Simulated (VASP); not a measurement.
# NbSb2 in VASP: a series of runs

The runs below take NbSb2 through single point, with PBEsol.

Program: VASP 6.6.1. These are calculated values, not measurements. Logs are shortened: lines on timing, memory, paths and dates and some standing lists are left out, and cuts for length are marked.

## (1) The structure

The cell holds a slab with vacuum, 12 atoms: a = 3.630 Å, b = 5.422 Å, c = 24.418 Å, α = 90.00°, β = 90.00°, γ = 109.56°.

## (2) Single point, PBEsol

Contents of INCAR:

```
SYSTEM = NbSb2
ALGO = Normal
DIPOL = 0.5 0.5 0.500
EDIFF = 1E-7
ENCUT = 250
GGA = PS
IDIPOL = 3
ISIF = 2
ISMEAR = 1
LASPH = .True.
LCHARG = .False.
LDIPOL = .True.
LREAL = .False.
LVACPOTAV = .True.
LVHAR = .True.
LWAVE = .False.
NBANDS = 66
NELM = 120
PREC = Accurate
SIGMA = 0.1
```

Contents of KPOINTS:

```
k-points
0
Gamma
  5 5 1
  0 0 0
```

Contents of POSCAR:

```
NbSb2
1.0
    3.6300000000      0.0000000000      0.0000000000
   -1.8150000000      5.1090000000      0.0000000000
    0.0000000000      0.0000000000     24.4179645000
Nb Sb
4 8
Direct
    0.4819087681      0.9638175361      0.2473225640
    0.3325891767      0.6651783535      0.3595887055
    0.8891577405      0.7783154809      0.5421391119
    0.7398381491      0.4796762983      0.6544052533
    0.7665112883      0.5330225766      0.2702003282
    0.0479866565      0.0959733130      0.3367109414
    0.7441826442      0.4883652883      0.4406632561
    0.4775642730      0.9551285461      0.4610645612
    0.1737602607      0.3475205214      0.5650168760
    0.4552356289      0.9104712578      0.6315274892
    0.1514316166      0.3028632331      0.7354798040
    0.8848132454      0.7696264909      0.7558811091
```

Potentials or basis: VASP PAW PBE potentials, release 64 (Nb_sv, Sb).

Run with:

```
> cat potpaw_PBE.64/Nb_sv/POTCAR potpaw_PBE.64/Sb/POTCAR > POTCAR
> mpirun -np 1 vasp_std > vasp.out
```

OUTCAR:

```text
SYSTEM = NbSb2
   EDIFF = 1E-7
   ENCUT = 250
   GGA = PS
   ISIF = 2
   ISMEAR = 1
   LASPH = .True.
   LREAL = .False.
   NELM = 120
   PREC = Accurate

 Found      9 irreducible k-points:

 Following reciprocal coordinates:
            Coordinates               Weight
  0.000000  0.000000  0.000000      1.000000
  0.200000 -0.000000  0.000000      4.000000
  0.400000  0.000000  0.000000      4.000000
  0.000000  0.200000  0.000000      2.000000
  0.200000  0.200000  0.000000      4.000000
  0.400000  0.200000  0.000000      4.000000
   k-points           NKPTS =      9   k-points in BZ     NKDIM =      9   number of bands    NBANDS=     66
   number of dos      NEDOS =    301   number of ions     NIONS =     12
   total plane-waves  NPLWV =  70560
   dimension x,y,z NGX =    20 NGY =   28 NGZ =  126
   dimension x,y,z NGXF=    40 NGYF=   56 NGZF=  252
   ions per type =               4   8
   NGX,Y,Z   is equivalent  to a cutoff of   9.16,  8.59,  8.58 a.u.
   NGXF,Y,Z  is equivalent  to a cutoff of  18.32, 17.17, 17.16 a.u.
 SYSTEM =  NbSb2
   PREC   = accura    normal or accurate (medium, high low for compatibility)
   ISTART =      0    job   : 0-new  1-cont  2-samecut
   ICHARG =      2    charge: 1-file 2-atom 10-const
   ISPIN  =      1    spin polarized calculation?
   LNONCOLLINEAR =      F non collinear calculations
   LSORBIT =      F    spin-orbit coupling
   LASPH  =      T    aspherical Exc in radial PAW
   ENCUT  =  250.0 eV  18.37 Ry    4.29 a.u.   4.68  6.99 31.48*2*pi/ulx,y,z
   NELM   =    120;   NELMIN=  2; NELMDL= -5     # of ELM steps
   EDIFF  = 0.1E-06   stopping-criterion for ELM
   LREAL  =      F    real-space projection
   EDIFFG = 0.1E-05   stopping-criterion for IOM
   NSW    =      0    number of steps for IOM
   IBRION =     -1    ionic relax: 0-MD 1-quasi-New 2-CG
   NFREE  =      0    steps in history (QN), initial steepest desc. (CG)
   ISIF   =      2    stress and relaxation
   ISYM   =      2    0-nonsym 1-usesym 2-fastsym
   POTIM  = 0.5000    time-step for ionic-motion
   TEBEG  =    0.0;   TEEND  =   0.0 temperature during run
   PSTRESS=    0.0 pullay stress
   NELECT =      92.0000    total number of electrons
   NUPDOWN=      -1.0000    fix difference up-down
   EMIN   =  10.00;   EMAX   =-10.00  energy-range for DOS
   EFERMI =   0.00;   METHOD = LEGACY
   ISMEAR =     1;   SIGMA  =   0.10  broadening in eV -4-tet -1-fermi 0-gaus
   EFERMI_NEDOS =   21; number of points for ismear=-14 and -15
   IALGO  =     38    algorithm
   IMIX   =      4    mixing-type and parameters
     AMIX     =   0.40;   BMIX     =  1.00
     AMIX_MAG =   1.60;   BMIX_MAG =  1.00
  volume/ion in A,a.u.               =      37.74       254.66
  Fermi-wavevector in a.u.,A,eV,Ry     =   0.962395  1.818663 12.601777  0.926205
  Thomas-Fermi vector in A             =   2.091850
   LORBIT       =      0    0 simple, 1 ext, 2 COOP (PROOUT), +10 PAW based schemes
   GGA     = PS    functional components
   LHFCALC =     F    Hartree Fock is set to
   AEXX    =    0.0000 exact exchange contribution
   IVDW    =     0    specifies the selected vdW correction
   LEPSILON=     F    determine dielectric tensor
   LRPA    =     F    only Hartree local field effects (RPA)
 non-spin polarized calculation
 Methfessel and Paxton  Order N= 1 SIGMA  =   0.10
  energy-cutoff  :      250.00
  volume of cell :      452.85
 maximum number of plane-waves:      4087
   NGX =  9   NGY = 13   NGZ = 63

 dipolmoment           0.000000      0.000000     -0.193365 electrons x Angstroem

 number of electron      92.0000000 magnetization

 dipolmoment           0.000000      0.000000      0.149736 electrons x Angstroem

 Free energy of the ion-electron system (eV)
  ---------------------------------------------------
  ext. energy  EPLUGINS =         0.00000000
  ---------------------------------------------------
  free energy    TOTEN  =       -80.25518441 eV

  energy without entropy =      -80.25510414  energy(sigma->0) =      -80.25515765

 E-fermi :   4.2128     XC(G=0):  -7.3164

 val. band max:        4.2008748567   @ k =   0.2000   0.2000   0.0000
 cond. band min:       4.2139802085   @ k =   0.0000   0.4000   0.0000
 fundamental gap:      0.0131053517
 Fermi energy:         4.2128009225

 k-point     1 :       0.0000    0.0000    0.0000
  band No.  band energies     occupation
      1     -50.9831      2.00000
      2     -50.6967      2.00000
      3     -50.6382      2.00000
      4     -50.5811      2.00000
      5     -27.2773      2.00000
      6     -27.0678      2.00000
[... 50 lines left out ...]
     57       7.0278      0.00000
     58       7.1510      0.00000

 k-point     2 :       0.2000   -0.0000    0.0000
  band No.  band energies     occupation
      1     -50.9813      2.00000
      2     -50.6947      2.00000
      3     -50.6361      2.00000
      4     -50.5791      2.00000
      5     -27.2730      2.00000
      6     -27.0640      2.00000
[... 50 lines left out ...]
     57       6.6805      0.00000
     58       6.8505      0.00000

 k-point     3 :       0.4000    0.0000    0.0000
  band No.  band energies     occupation
      1     -50.9784      2.00000
      2     -50.6915      2.00000
      3     -50.6328      2.00000
      4     -50.5759      2.00000
      5     -27.2661      2.00000
      6     -27.0577      2.00000
[... 50 lines left out ...]
     57       6.6276      0.00000
     58       6.7171      0.00000

 k-point     4 :       0.0000    0.2000    0.0000
  band No.  band energies     occupation
      1     -50.9832      2.00000
      2     -50.6969      2.00000
      3     -50.6383      2.00000
      4     -50.5813      2.00000
      5     -27.2773      2.00000
      6     -27.0691      2.00000
[... 50 lines left out ...]
     57       7.0745      0.00000
     58       7.1207      0.00000

 k-point     5 :       0.2000    0.2000    0.0000
  band No.  band energies     occupation
      1     -50.9814      2.00000
      2     -50.6949      2.00000
      3     -50.6362      2.00000
      4     -50.5793      2.00000
      5     -27.2731      2.00000
      6     -27.0656      2.00000
[... 50 lines left out ...]
     57       6.5981      0.00000
     58       6.9728      0.00000

 k-point     6 :       0.4000    0.2000    0.0000
  band No.  band energies     occupation
      1     -50.9784      2.00000
      2     -50.6915      2.00000
      3     -50.6328      2.00000
      4     -50.5759      2.00000
      5     -27.2661      2.00000
      6     -27.0583      2.00000
[... 50 lines left out ...]
     57       6.4429      0.00000
     58       6.6691      0.00000

 [... further k-points ...]

 [bands above 58 left out]

------------------------ aborting loop because EDIFF is reached ----------------------------------------

  FORCE on cell =-STRESS in cart. coord.  units (eV):
  Direction    XX          YY          ZZ          XY          YZ          ZX
  --------------------------------------------------------------------------------------
  -------------------------------------------------------------------------------------
  Total       -7.9051717     -8.6235968     -7.1544224      0.0000000     -0.6569266      0.0000000
  in kB      -27.9685469    -30.5103396    -25.3123911      0.0000000     -2.3242105      0.0000000
  external PRESSURE =     -27.9304259 kB  Pullay stress =       0.0000000 kB

 VOLUME and BASIS-vectors are now :
 -----------------------------------------------------------------------------
  energy-cutoff  :      250.00
  volume of cell :      452.85
      direct lattice vectors                 reciprocal lattice vectors
     3.630000000  0.000000000  0.000000000     0.275482094  0.097866510  0.000000000
    -1.815000000  5.109000000  0.000000000     0.000000000  0.195733020  0.000000000
     0.000000000  0.000000000 24.417964500     0.000000000  0.000000000  0.040953455

 POSITION                                       TOTAL-FORCE (eV/Angst)
 -----------------------------------------------------------------------------------
      0.00000      4.92414      6.03911         0.000000     -0.130409      1.625200
     -0.00000      3.39840      8.78042         0.000000      0.237434     -0.806389
      1.81500      3.97641     13.23793         0.000000     -0.080330     -0.012672
      1.81500      2.45067     15.97924         0.000000      0.237776     -0.143914
      1.81500      2.72321      6.59774         0.000000      0.063610     -0.559915
      0.00000      0.49033      8.22180         0.000000     -0.146064     -0.387734
      1.81500      2.49506     10.76010        -0.000000      0.222420      0.034100
     -0.00000      4.87975     11.25826        -0.000000     -0.240480      0.074993
      0.00000      1.77548     13.79656         0.000000     -0.049128     -0.061924
      0.00000      4.65160     15.42062         0.000000      0.138927      0.146492
      0.00000      1.54733     17.95892        -0.000000      1.108838     -0.453371
      1.81500      3.93202     18.45708        -0.000000     -1.362594      0.545134
 -----------------------------------------------------------------------------------
    total drift:                               -0.000048      0.000340      0.000762

  FREE ENERGIE OF THE ION-ELECTRON SYSTEM (eV)
  ---------------------------------------------------
  free  energy   TOTEN  =       -80.2551844071 eV

  energy  without entropy=      -80.2551041360  energy(sigma->0) =      -80.25515765

 vacuum level on the upper side and lower side of the slab         8.980         7.518
```

Wall time 3.5 min (1 thread of Intel Xeon Platinum 8488C (Sapphire Rapids), shared host); peak memory 0.27 GiB.

The run converged, but a check on its numbers failed (symmetry, net force, bounds or a known fault of this set-up), so they aren't taken as properties of the slab.

Caveat: the k mesh is coarse (spacing up to 0.37 Å⁻¹), so the values aren't converged; the cutoff lies under the usual one of these potentials, so the numbers hold a large basis-set error; the PAW data sets were made with another functional, which shifts forces and pressure a little.

## (3) Single point, PBEsol

Edit INCAR of step 2 so:

```diff
@@ -4,3 +4,3 @@
 EDIFF = 1E-7
-ENCUT = 250
+ENCUT = 400
 GGA = PS
```

KPOINTS is that of step 2.

POSCAR is that of step 2.

Potentials or basis: VASP PAW PBE potentials, release 64 (Nb_sv, Sb).

Run with:

```
> cat potpaw_PBE.64/Nb_sv/POTCAR potpaw_PBE.64/Sb/POTCAR > POTCAR
> mpirun -np 1 vasp_std > vasp.out
```

Run time: 5.9 min. Hardware: 1 thread of Intel Xeon Platinum 8488C (Sapphire Rapids), shared host; peak memory 0.41 GiB.

These settings aren't checked as converged: the numbers below hold their error.

What came out:

| Property | Result |
| --- | --- |
| Free energy | -80.2203 eV |
| Largest force | 1.619 eV/Å |
| Band gap on the k mesh | none (metal or under the smearing width) |
| Work function of the upper face | 4.76 eV |
| Work function of the lower face | 3.30 eV |

Caveat: the k mesh is coarse (spacing up to 0.37 Å⁻¹), so the values aren't converged; the PAW data sets were made with another functional, which shifts forces and pressure a little.

## (4) Single point, PBEsol

This run uses another cell than the first one, of 31.56 Å³/atom, 0.836 times its volume.

INCAR is that of step 3.

Contents of KPOINTS:

```
k-points
0
Gamma
  8 8 1
  0 0 0
```

Contents of POSCAR:

```
NbSb2
1.0
    3.6300000000      0.0000000000      0.0000000000
   -1.8150000000      5.1090000000      0.0000000000
    0.0000000000      0.0000000000     20.4179645000
Nb Sb
4 8
Direct
    0.4819087681      0.9638175361      0.1978215600
    0.3325891767      0.6651783535      0.3320813025
    0.8891577405      0.7783154809      0.5503944131
    0.7398381491      0.4796762983      0.6846541556
    0.7665112883      0.5330225766      0.2251812134
    0.0479866565      0.0959733130      0.3047216490
    0.7441826442      0.4883652883      0.4290388371
    0.4775642730      0.9551285461      0.4534368785
    0.1737602607      0.3475205214      0.5777540666
    0.4552356289      0.9104712578      0.6572945022
    0.1514316166      0.3028632331      0.7816116903
    0.8848132454      0.7696264909      0.8060097317
```

Run with:

```
> cat potpaw_PBE.64/Nb_sv/POTCAR potpaw_PBE.64/Sb/POTCAR > POTCAR
> mpirun -np 1 vasp_std > vasp.out
```

Wall time 11 min (1 thread of Intel Xeon Platinum 8488C (Sapphire Rapids), shared host); peak memory 0.49 GiB.

These settings aren't checked as converged: the numbers below hold their error.

What came out:

* Free energy: -80.2198 eV
* Largest force: 1.662 eV/Å
* Band gap on the k mesh: none (metal or under the smearing width)

Caveat: the PAW data sets were made with another functional, which shifts forces and pressure a little.

## (5) Single point, PBEsol

This run uses another cell than the first one, of 28.46 Å³/atom, 0.754 times its volume.

INCAR is that of step 4.

Contents of KPOINTS:

```
k-points
0
Gamma
  10 10 1
  0 0 0
```

Contents of POSCAR:

```
NbSb2
1.0
    3.6300000000      0.0000000000      0.0000000000
   -1.8150000000      5.1090000000      0.0000000000
    0.0000000000      0.0000000000     18.4179645000
Nb Sb
4 8
Direct
    0.4819087681      0.9638175361      0.1650081142
    0.3325891767      0.6651783535      0.3138470728
    0.8891577405      0.7783154809      0.5558667240
    0.7398381491      0.4796762983      0.7047056826
    0.7665112883      0.5330225766      0.1953387423
    0.0479866565      0.0959733130      0.2835164446
    0.7441826442      0.4883652883      0.4213331905
    0.4775642730      0.9551285461      0.4483806063
    0.1737602607      0.3475205214      0.5861973521
    0.4552356289      0.9104712578      0.6743750545
    0.1514316166      0.3028632331      0.8121918003
    0.8848132454      0.7696264909      0.8392392161
```

Run with:

```
> cat potpaw_PBE.64/Nb_sv/POTCAR potpaw_PBE.64/Sb/POTCAR > POTCAR
> mpirun -np 1 vasp_std > vasp.out
```

Wall time 11 min (1 thread of Intel Xeon Platinum 8488C (Sapphire Rapids), shared host); peak memory 0.51 GiB.

These settings aren't checked as converged: the numbers below hold their error.

Results:

| Item | Value |
| --- | --- |
| Free energy | -80.2434 eV |
| Largest force | 1.626 eV/Å |
| Band gap on the k mesh | none (metal or under the smearing width) |

Caveat: the PAW data sets were made with another functional, which shifts forces and pressure a little.
